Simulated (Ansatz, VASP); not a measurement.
# Rb2LiAlF6: VASP beside Ansatz

Aim: how closely do two programs agree when they are given the same cell, functional and k mesh? The cell is taken from a series of runs on this material, whose earlier steps may have relaxed, scaled, displaced or heated it; both programs get it as it stands.

Method: plane waves, with VASP 6.6.1 beside it; G0W0 gap at PBEsol, in Ansatz 0.2.0.

### Step 1. Starting point

Symmetry: Fm-3m, No. 225, cubic system. The conventional cell has a = 8.228 Å, b = 8.228 Å, c = 8.228 Å, α = 90.00°, β = 90.00°, γ = 90.00°. Nearest to Rb lie 12 F at 2.92 Å. Nearest to Li lie 6 F at 2.26 Å. Nearest to Al lie 6 F at 1.86 Å. F has 1 Al at 1.86 Å and 1 Li at 2.26 Å and 4 Rb at 2.92 Å nearest. Farther neighbours and most contacts between anions are not listed.

Coordinates:

```xyz
10
Lattice="0.0000 4.1139 4.1139 4.1139 0.0000 4.1139 4.1139 4.1139 0.0000" Properties=species:S:1:pos:R:3 pbc="T T T"
Rb    6.1709    6.1709    6.1709
Rb    2.0570    2.0570    2.0570
Li    4.1139    4.1139    4.1139
Al    0.0000    0.0000    0.0000
F     1.8581    4.1139    4.1139
F     4.1139    4.1139    1.8581
F     6.3698    4.1139    4.1139
F     4.1139    1.8581    4.1139
F     4.1139    6.3698    4.1139
F     4.1139    4.1139    6.3698
```

### Step 2. VASP: G0W0 gap, PBEsol

Quasiparticle shifts depend on high empty states and on the cores, so they are the hardest test of two PAW sets.

Lines of VASP's logs that name or quote its potential files are left out, and so is its time.

The run reads the wave functions of an earlier VASP run, which isn't shown here.

INCAR

```
SYSTEM = Rb2LiAlF6
PREC = Accurate
ENCUT = 520
ISMEAR = 0
SIGMA = 0.01
LREAL = .FALSE.
GGA = PS
NBANDS = 125
ALGO = EVGW0
NELMGW = 1
ENCUTGW = 114.29
NOMEGA = 64
PRECFOCK = Fast
NBANDSGW = 41
LWAVE = .FALSE.
LCHARG = .FALSE.
```

POSCAR

```
Rb2LiAlF6
1.0
    0.0000000000      4.1139430000      4.1139430000
    4.1139430000      0.0000000000      4.1139430000
    4.1139430000      4.1139430000      0.0000000000
Rb Li Al F
2 1 1 6
Direct
    0.7500000000      0.7500000000      0.7500000000
    0.2500000000      0.2500000000      0.2500000000
    0.5000000000      0.5000000000      0.5000000000
    0.0000000000      0.0000000000      0.0000000000
    0.7741750000      0.2258250000      0.2258250000
    0.2258250000      0.2258250000      0.7741750000
    0.2258250000      0.7741750000      0.7741750000
    0.2258250000      0.7741750000      0.2258250000
    0.7741750000      0.2258250000      0.7741750000
    0.7741750000      0.7741750000      0.2258250000
```

KPOINTS

```
Automatic mesh
0
Gamma
2 2 2
0 0 0
```

Potentials, in the order of the species: Rb_sv_GW, Li_sv_GW, Al_GW and F_GW (PBE family, release 64).

Command:

```
$ export OMP_NUM_THREADS=4
$ mpirun -np 1 vasp_std
```

Numbers of over 12 decimals in the logs are rounded to 6 here.

Output:

```text
[banner, memory and clock lines left out]
running    1 mpi-ranks, on    1 nodes
 distrk:  each k-point on    1 cores,    1 groups
 distr:  one band on    1 cores,    1 groups
 Offloading initialized ...    1 GPUs detected
 POSCAR found type information on POSCAR RbLiAlF
 POSCAR found :  4 types and      10 ions
|                                                                             |
|               ----> ADVICE to this user running VASP <----                  |
|                                                                             |
|     You enforced a specific xc type in the INCAR file but a different       |
|     [... a line on the potential file left out ...]
|     I HOPE YOU KNOW WHAT YOU ARE DOING!                                     |
|                                                                             |

|                                                                             |
|           W    W    AA    RRRRR   N    N  II  N    N   GGGG   !!!           |
|           W    W   A  A   R    R  NN   N  II  NN   N  G    G  !!!           |
|           W    W  A    A  R    R  N N  N  II  N N  N  G       !!!           |
|           W WW W  AAAAAA  RRRRR   N  N N  II  N  N N  G  GGG   !            |
|           WW  WW  A    A  R   R   N   NN  II  N   NN  G    G                |
|           W    W  A    A  R    R  N    N  II  N    N   GGGG   !!!           |
|                                                                             |
|     The default for ENCUTGWSOFT is different in this version of VASP.       |
|     please manually set ENCUTGWSOFT =114.29 in the INCAR file.              |
|                                                                             |

 LDA part: xc-table for (Slater+PW92), standard interpolation
 found WAVECAR, reading the header
 POSCAR, INCAR and KPOINTS ok, starting setup
 FFT: planning ... GRIDC
 FFT: planning ... GRID_SOFT
 FFT: planning ... GRID
 reading WAVECAR
 the WAVECAR file was read successfully
 initial charge from wavefunction
 available memory per node:   1506.26 GB, setting MAXMEM to   1542409

 The Fermi energy was updated, please check that it is located mid-gap
 values below the HOMO (VB) or above the LUMO (CB) will cause erroneous energies
 E-fermi :   2.6808

 calculate exact exchange contribution
 the WAVEDER file was read successfully
energies w=
    0.000    0.000    1.069    0.000    2.136    0.000    3.198    0.000
    4.254    0.000    5.300    0.000    6.337    0.000    7.362    0.000
    8.375    0.000    9.374    0.000   10.361    0.000   11.333    0.000
   12.293    0.000   13.239    0.000   14.174    0.000   15.098    0.000
   16.012    0.000   16.918    0.000   17.817    0.000   18.709    0.000
   19.598    0.000   20.485    0.000   21.371    0.000   22.259    0.000
   23.150    0.000   24.047    0.000   24.952    0.000   25.868    0.000
   26.796    0.000   27.740    0.000   28.704    0.000   29.689    0.000
   30.700    0.000   31.740    0.000   32.814    0.000   33.927    0.000
   35.084    0.000   36.291    0.000   37.555    0.000   38.884    0.000
   40.287    0.000   41.774    0.000   43.357    0.000   45.050    0.000
   46.869    0.000   48.836    0.000   50.971    0.000   53.304    0.000
   55.869    0.000   58.708    0.000   61.873    0.000   65.431    0.000
   69.463    0.000   74.079    0.000   79.420    0.000   85.678    0.000
   93.113    0.000  102.095    0.000  113.161    0.000  127.128    0.000
  145.293    0.000  169.856    0.000  204.870    0.000  258.703    0.000
 responsefunction array rank=     392
 LDA part: xc-table for (Slater+PW92), standard interpolation

 min. memory requirement per mpi rank    557.5 MB, per node    557.5 MB

 allocating  64 responsefunctions rank=   392
 shmem allocating  64 responsefunctions rank=   392
 response function shared by NCSHMEM nodes    1
 Doing            64  frequencies on each core in blocks of            64
NQ=   1    0.0000    0.0000    0.0000,
|.........|.........|.........|.........|.........|.........|.........|.........
 performed         79000 updates of chi_q(r,r)
 total number of BLAS operations         95.04 Gflops
NQ=   2    0.5000    0.0000    0.0000,
|.........|.........|.........|.........|.........|.........|.........|.........
 performed        209000 updates of chi_q(r,r)
 total number of BLAS operations        255.56 Gflops
NQ=   3    0.5000    0.5000    0.0000,
|.........|.........|.........|.........|.........|.........|.........|.........
 performed        329000 updates of chi_q(r,r)
 total number of BLAS operations        400.48 Gflops
 resolving degeneracies of screened two electron integrals

 calculate QP shifts <psi_nk| G(iteration)W_0 |psi_nk>: iteration 1
 entering main loop
```

OUTCAR, selected parts (step 2):

```text
ion  position               nearest neighbor table
   1  0.750  0.750  0.750-
   2  0.250  0.250  0.250-
   3  0.500  0.500  0.500-
   4  0.000  0.000  0.000-   5 1.86   6 1.86   7 1.86   8 1.86   9 1.86  10 1.86
   5  0.774  0.226  0.226-   4 1.86
   6  0.226  0.226  0.774-   4 1.86
   7  0.226  0.774  0.774-   4 1.86
   8  0.226  0.774  0.226-   4 1.86
   9  0.774  0.226  0.774-   4 1.86
  10  0.774  0.774  0.226-   4 1.86

  LATTYP: Found a face centered cubic cell.
 ALAT       =     8.2278860000

 Subroutine GETGRP returns: Found 48 space group operations
 (whereof 48 operations were pure point group operations)

The static configuration has the point symmetry O_h .

 Found      3 irreducible k-points:

   k-points           NKPTS =      3   k-points in BZ     NKDIM =      8   number of bands    NBANDS=    125

   dimension x,y,z NGX =    48 NGY =   48 NGZ =   48
   dimension x,y,z NGXF=    96 NGYF=   96 NGZF=   96

   ENCUT  =  520.0 eV  38.22 Ry    6.18 a.u.  10.82 10.82 10.82*2*pi/ulx,y,z

   NELECT =      66.0000    total number of electrons

  energy-cutoff  :      520.00
  volume of cell :      139.25
      direct lattice vectors                 reciprocal lattice vectors
     0.000000000  4.113943000  4.113943000    -0.121537902  0.121537902  0.121537902
     4.113943000  0.000000000  4.113943000     0.121537902 -0.121537902  0.121537902
     4.113943000  4.113943000  0.000000000     0.121537902  0.121537902 -0.121537902

 k-points in reciprocal lattice and weights: Automatic mesh
   0.00000000  0.00000000  0.00000000       0.125
   0.50000000  0.00000000  0.00000000       0.500
   0.50000000  0.50000000  0.00000000       0.375

 E-fermi :   2.6808

 QP shifts <psi_nk| G(iteration)W_0 |psi_nk>: iteration 1
 for sc-GW calculations column KS-energies equals QP-energies in previous step
 and V_xc(KS)=  KS-energies - (<T + V_ion + V_H > + <T+V_H+V_ion>^1  + <V_x>^1)
 k-point   1 :       0.0000    0.0000    0.0000
  band No.  KS-energies  QP-energies   sigma(KS)   V_xc(KS)     V^pw_x(r,r')   Z            occupation Imag(sigma)
    ...
     30      -1.1823      -3.3103     -24.8983     -22.2445     -30.0357       0.8019       2.0000       0.1505
     31      -0.8563      -3.0028     -25.3166     -22.6260     -30.6725       0.7978       2.0000       0.1548
     32      -0.8563      -3.0028     -25.3166     -22.6260     -30.6725       0.7978       2.0000       0.1548
     33      -0.8563      -3.0028     -25.3166     -22.6260     -30.6725       0.7978       2.0000       0.1548
     34       6.2179       8.1047      -8.1276     -10.2680      -5.4151       0.8815       0.0000      -0.0737
     35       8.8452      10.9795      -7.2507      -9.6749      -4.5414       0.8804       0.0000      -0.0763
     36       8.8452      10.9795      -7.2507      -9.6749      -4.5414       0.8804       0.0000      -0.0763
     37       8.8452      10.9795      -7.2507      -9.6749      -4.5414       0.8804       0.0000      -0.0763
    ...

 k-point   2 :       0.5000    0.0000    0.0000
  band No.  KS-energies  QP-energies   sigma(KS)   V_xc(KS)     V^pw_x(r,r')   Z            occupation Imag(sigma)
    ...
     30      -1.2671      -3.4094     -24.7869     -22.1115     -29.9193       0.8007       2.0000       0.1515
     31      -1.0278      -3.1913     -24.9591     -22.2501     -30.2285       0.7986       2.0000       0.1543
     32      -1.0278      -3.1913     -24.9591     -22.2501     -30.2285       0.7986       2.0000       0.1543
     33      -1.0026      -3.1822     -25.0762     -22.3446     -30.4104       0.7979       2.0000       0.1560
     34       8.2058      10.4484      -8.9962     -11.5681      -6.3207       0.8720       0.0000      -0.0780
     35       8.4869      10.5045      -8.5282     -10.8385      -5.8910       0.8733       0.0000      -0.0777
     36       9.8555      12.0222      -7.4803      -9.9525      -4.8025       0.8765       0.0000      -0.0800
     37       9.8555      12.0222      -7.4803      -9.9525      -4.8025       0.8765       0.0000      -0.0800
    ...

 k-point   3 :       0.5000    0.5000    0.0000
  band No.  KS-energies  QP-energies   sigma(KS)   V_xc(KS)     V^pw_x(r,r')   Z            occupation Imag(sigma)
    ...
     30      -1.4114      -3.5811     -24.4991     -21.7853     -29.5944       0.7995       2.0000       0.1527
     31      -1.2173      -3.4284     -24.5650     -21.7963     -29.7972       0.7986       2.0000       0.1561
     32      -1.2173      -3.4284     -24.5650     -21.7963     -29.7972       0.7986       2.0000       0.1561
     33      -0.8747      -3.0176     -25.2646     -22.5763     -30.6079       0.7971       2.0000       0.1548
     34       8.7616      10.8517      -8.9729     -11.3728      -6.4630       0.8709       0.0000      -0.0753
     35       9.1921      11.3221      -8.7683     -11.2152      -6.1147       0.8705       0.0000      -0.0826
     36       9.5885      12.3259     -10.7482     -13.9307      -8.1372       0.8602       0.0000      -0.0831
     37       9.8743      12.0999      -7.9590     -10.5014      -5.4191       0.8754       0.0000      -0.0757
    ...
```

### Step 3. Ansatz: G0W0 gap, PBEsol

Ansatz runs on norm-conserving files, of PseudoDojo where its log says so.

The same cell, functional and mesh now go to Ansatz.

input.yaml

```yaml
crystal:
  lattice:
    - [0.0, 4.113943, 4.113943]
    - [4.113943, 0.0, 4.113943]
    - [4.113943, 4.113943, 0.0]
  atoms:
    - { symbol: Rb, position: [0.75, 0.75, 0.75] }
    - { symbol: Rb, position: [0.25, 0.25, 0.25] }
    - { symbol: Li, position: [0.5, 0.5, 0.5] }
    - { symbol: Al, position: [0.0, 0.0, 0.0] }
    - { symbol: F, position: [0.774175, 0.225825, 0.225825] }
    - { symbol: F, position: [0.225825, 0.225825, 0.774175] }
    - { symbol: F, position: [0.225825, 0.774175, 0.774175] }
    - { symbol: F, position: [0.225825, 0.774175, 0.225825] }
    - { symbol: F, position: [0.774175, 0.225825, 0.774175] }
    - { symbol: F, position: [0.774175, 0.774175, 0.225825] }
kpoints:
  mp_grid: { grid: [2, 2, 2] }
hamiltonian:
  xc: pbesol
  pseudopotentials: { kind: nc, accuracy: standard }
scf:
  occupations: { method: fixed }
gw:
  n_empty_bands: 92
  ecut_chi: 114.29
  qp_bands: [v2, c2]
  qp_kpoints: [[0.0, 0.0, 0.0]]
  screening: { model: godby_needs }
  pair_densities: pseudo
  plasmon_pole_fit_frequency: 25.5639
basis:
  ecutwfc: 979.61
```

Command:

```
$ ansatz run input.yaml --threads 4 --pin off --max-ram 7372MiB --backend cpu --events-out ev --progress --plain --runs-dir out
```

Output:

```text
Warning: basis.ecutwfc = 979.61 eV is below the records' recommended 1142.878222 eV, and the density's cutoff is lower with it unless basis.ecutrho_ratio is high enough to keep the records' density cutoff: compare with a run at a higher cutoff
Engine: ansatz 0.2.0, aarch64-unknown-linux-gnu
Pseudopotentials: kind: nc
Pseudopotential: Rb, nc, valence charge 9, recommended cutoff 625.861884 eV (normal), Rb.nc.azcp (PseudoDojo's, or run here from an input of PseudoDojo's; its table is named by hamiltonian.pseudopotentials.accuracy)
Pseudopotential: Li, nc, valence charge 3, recommended cutoff 1006.821291 eV (normal), Li.nc.azcp (PseudoDojo's, or run here from an input of PseudoDojo's; its table is named by hamiltonian.pseudopotentials.accuracy)
Pseudopotential: Al, nc, valence charge 3, recommended cutoff 544.227725 eV (normal), Al.nc.azcp (PseudoDojo's, or run here from an input of PseudoDojo's; its table is named by hamiltonian.pseudopotentials.accuracy)
Pseudopotential: F, nc, valence charge 7, recommended cutoff 1142.878222 eV (normal), F.nc.azcp (PseudoDojo's, or run here from an input of PseudoDojo's; its table is named by hamiltonian.pseudopotentials.accuracy)
Functional definition: PBEsol
  exchange = pbesol_x
  correlation = pbesol_c
Crystal: 10 atoms, lattice volume = 139.253 Å³
Basis set: ecut = 979.61 eV, 9721 PW (Γ)
Bands: 43, of which v1, the nominal top of the filled ones, is band 33 counted from 1 (32 counted from 0)
Symmetry: 48 space group operations
Space group: Fm-3m (ITA 225), of the structure as read, at distance tolerance 5.2e-5 Å
k-points: 3 of 8
Non-local potential: Rb, projectors of the file, l = 0: 2, l = 1: 2, l = 2: 2
Non-local potential: Li, projectors of the file, l = 0: 2, l = 1: 2
Non-local potential: Al, projectors of the file, l = 0: 2, l = 1: 2, l = 2: 2
Non-local potential: F, projectors of the file, l = 0: 2, l = 1: 2, l = 2: 1
Initial density: superposition of atomic densities (chi_scale 0.1, normalization cell, long waves kept (reshape's long-wave potential 0.01 eV rms))
Initial wavefunctions: pseudopotential atomic-orbital guess
Functional: x = pbesol(κ = 0.804, μ = 0.123457), c = pbesol(β = 0.046)
SCF iter   1: F=—  HF=-5762.756349 eV  |F-HF|=—  |Δ(HF+E_count)|=         —  Δρ=9.17e-2  dr2=1.33e1  ethr=3.10e-3  ⟨swp⟩=6.0  Hψ=497  notcnv=0  defer=23
preconditioner: auto → Resta (q_TF=auto, 2.409 Å⁻¹)  ε∞=3.4  [insulator: Δε(μ)=5.119 eV  Ē_g=15.767 eV  n_scr=26 (ndim 8)  ℏωp=24.4 eV  f_vac=0.000  ε∞_Penn≈3.4]
SCF iter   2: F=—  HF=-5758.386366 eV  |F-HF|=—  |Δ(HF+E_count)|=    4.37e0  Δρ=3.05e-2  dr2=2.41e0  ethr=3.10e-3  ⟨swp⟩=3.7  Hψ=293  notcnv=0  defer=19
SCF iter   3: F=—  HF=-5757.394786 eV  |F-HF|=—  |Δ(HF+E_count)|=   9.92e-1  Δρ=1.31e-2  dr2=4.75e-1  ethr=3.10e-3  ⟨swp⟩=3.3  Hψ=258  notcnv=0  defer=20
SCF iter   4: F=—  HF=-5757.202278 eV  |F-HF|=—  |Δ(HF+E_count)|=   1.93e-1  Δρ=4.72e-3  dr2=2.77e-2  ethr=7.19e-4  ⟨swp⟩=3.3  Hψ=260  notcnv=0  defer=21
SCF iter   5: F=—  HF=-5757.201953 eV  |F-HF|=—  |Δ(HF+E_count)|=   3.25e-4  Δρ=6.52e-4  dr2=7.51e-4  ethr=4.20e-5  ⟨swp⟩=3.3  Hψ=235  notcnv=0  defer=22
SCF iter   6: F=—  HF=-5757.201931 eV  |F-HF|=—  |Δ(HF+E_count)|=   2.18e-5  Δρ=1.38e-4  dr2=4.30e-5  ethr=1.14e-6  ⟨swp⟩=2.3  Hψ=201  notcnv=0  defer=23
SCF iter   7: F=—  HF=-5757.201933 eV  |F-HF|=—  |Δ(HF+E_count)|=   1.17e-6  Δρ=4.08e-5  dr2=2.30e-6  ethr=6.51e-8  ⟨swp⟩=2.0  Hψ=189  notcnv=0  defer=19
SCF iter   8: F=-5757.201933 eV  HF=-5757.201933 eV  |F-HF|=1.47e-8  |Δ(HF+E_count)|=   7.63e-7  Δρ=8.32e-6  dr2=8.44e-8  ethr=1.52e-10  ⟨swp⟩=15.3  Hψ=833  notcnv=0
SCF 1 converged in 8 iterations: F = -5757.201933 eV  dr2 = 8.44e-8
NSCF: frozen V_eff on 3 k-points
G₀W₀ screening: q 1/3
[... further progress lines ...]
NSCF: frozen V_eff on 1 k-points
NSCF: frozen V_eff on 1 k-points
SCF converged after 8 iterations
Free energy (F): -5757.201933 eV
Harris-Foulkes:  -5757.201933 eV  (|F-HF|=1.47e-8)
Internal energy: -5757.201933 eV  (E = F + TS)
E sigma→0 (E₀):  -5757.201933 eV
Fermi energy:    1.969314 eV
--- Per-component energies (eV) ---
  E_band       = -400.113865
  E_kinetic    = 3203.889026
  E_local      = -4709.772353  (includes V_loc(G=0)·N_el)
  E_nonlocal   = -605.828941
  E_hartree    = 1548.487879
  E_xc         = -1348.210026
  E_vxc        = -1385.391985  (∫ρ·V_xc dr)
  E_ewald      = -3845.767518
  E_smearing   = -0.000000  (= −TS)
  E_closure    = -0.000000  (closes the sum)
  Σ components = -5757.201933   (vs F -5757.201933, Δ=0.00e0)
--- Band table (eV) ---
  k-point 0: bands = [... 29 lower, 1.6411, 1.9693, 1.9693, 1.9693, 9.0710, 11.6974, 11.6974, 11.6974, ... 6 higher]
  k-point 1: bands = [... 29 lower, 1.5572, 1.7977, 1.7977, 1.8243, 11.0535, 11.3314, 12.7005, 12.7005, ... 6 higher]
  k-point 2: bands = [... 29 lower, 1.4143, 1.6118, 1.6118, 1.9516, 11.6029, 12.0337, 12.4273, 12.7174, ... 6 higher]
--- G₀W₀: ω_p = 25.5639 eV, 8 q-points, 92 empty bands' worth ---
  eigenvalues of the whole cell's RPA ε∞ on this k-mesh (on a slab, of 1 + 4πα/V) = 2.0875, 2.0875, 2.0875; static W/v taken at q = 0 is 0.479051
  GN-PPA: 209742/1216057 pairs with Re ω̃² < 0 across q-mesh
  bands read: the sum over 125 bands ends inside a degenerate multiplet in 2 slots, whose members it reads at an even weight; the widest, k=1: bands 125 to 126 (counted from 1) at 1/2 each
    ik  band        ε_KS         Σx   Σc(E_QP)       V_xc       Z   E_QP_lin       E_QP  E_QP is
     0    32      1.9693   -30.7638     5.8507   -22.6623  0.8155    -0.3141    -0.2815  root
     0    33      1.9693   -30.7638     5.8507   -22.6623  0.8155    -0.3141    -0.2815  root
     0    34      9.0710    -5.5482    -2.9727   -10.2429  0.8907    10.8030    10.7931  root
     0    35     11.6974    -4.6778    -2.9635    -9.6844  0.8930    13.7550    13.7404  root
```

Reading the cycles: dr2 is the Hartree energy of the density residual (eV), the measure of convergence; HF is the Harris–Foulkes estimate of the energy, which meets the free energy F at convergence.

### Step 4. Comparison

Known differences besides the potentials themselves: fixed occupations in Ansatz, narrow Gaussian smearing in VASP; VASP integrates the frequencies in full, Ansatz fits a plasmon pole; the cutoff is 979.61 eV in Ansatz and 520 eV in VASP; VASP leaves aspherical gradient terms in its spheres out (LASPH is not set), Ansatz keeps them; Ansatz's G0W0 levels solve the quasiparticle equation, VASP's are linearised; Ansatz's log warns that its cutoff lies below the recommended one. Total energies have different zeros and are not compared.

The two programs side by side:

| quantity | Ansatz | VASP | difference |
| --- | --- | --- | --- |
| G0W0 gap on the mesh (eV) | 11.07 | 11.11 | -0.03 |
| Kohn-Sham gap under it (eV) | 7.10 | 7.07 | +0.03 |

### Step 5. Results

* difference in G0W0 gap on the mesh (G0W0 gap, PBEsol): -0.033 eV

**Reading.** The difference in G0W0 gap on the mesh is -0.033 eV (G0W0 gap, PBEsol). Such differences can come from data sets, numerical settings and the points named under the comparisons, not from the functional's error against experiment.

[Lines on the potential files, build, host, timing and source positions are cut from VASP's logs without a mark.]

[Logs are printed without paths, hosts, clocks, repeated set-up lines and the standing remarks that a program may print on its own settings, such as how far it seeks lower states.]

[Hosts, paths, dates, database ids (printed as entryN), source tags and the programs' standing remarks are cut or masked in the printed files.]
